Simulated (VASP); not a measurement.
An input for Ansatz (written as the equivalent of a VASP run, and not itself run):

Ansatz 0.2 input:
```yaml
crystal:
  lattice:
    - [0.0000000, 2.3480100, 2.3480100]
    - [2.3480100, 0.0000000, 2.3480100]
    - [2.3480100, 2.3480100, 0.0000000]
  atoms:
    - { symbol: Cd, position: [0.0000000, 0.0000000, 0.0000000] }
    - { symbol: O, position: [0.5000000, 0.5000000, 0.5000000] }
kpoints:
  mp_grid: { grid: [10, 10, 10] }
hamiltonian:
  xc: pbe
  pseudopotentials: { kind: paw }
scf:
  occupations: { method: gaussian, width: 0.1 }
  max_iter: 100
output: { forces: true, stress: true, eigenvalues: true }
```

Problem. Write the VASP files for the same calculation (PBE).

Solution. One answer among several that fit: 
INCAR:
```
! general
SYSTEM  = CdO
PREC    = Accurate
ENCUT   = 400   ! plane-wave cut-off (eV)
LREAL   = .FALSE.
LASPH   = .TRUE.   ! aspherical one-centre terms

! electronic loop
EDIFF   = 1E-6
NELM    = 100   ! most electronic steps
ALGO    = Normal
LMAXMIX = 4   ! l cut-off of mixed one-centre charges

! smearing
ISMEAR  = 0   ! Gaussian
SIGMA   = 0.1

! functional
GGA     = PE   ! PBE

! ions
ISIF    = 2

! output
LWAVE   = .FALSE.
LCHARG  = .FALSE.
```

POSCAR:
```
CdO
3.3205880
  0.0000000000   0.7071066932   0.7071066932
  0.7071066932   0.0000000000   0.7071066932
  0.7071066932   0.7071066932   0.0000000000
Cd O
1 1
Cartesian
  0.0000000000   0.0000000000   0.0000000000
  0.7071066932   0.7071066932   0.7071066932
```

**KPOINTS**
```
Automatic mesh
0
Gamma
10 10 10
0 0 0
```

POTCAR, in this order: Cd O (PBE.64 set). Program: vasp_std.

The two are equivalent in intent, not identical: each code has its own PAW files, so the cut-off isn't converted (ENCUT is set for VASP's; basis.ecutwfc is left out, and Ansatz then takes the one that its files recommend); Ansatz stops its SCF on the density residual and VASP on the energy change (EDIFF).

The structure comes from a computed database's CdO entry; how it stands against other phases isn't given here. The cell was not relaxed at this level.
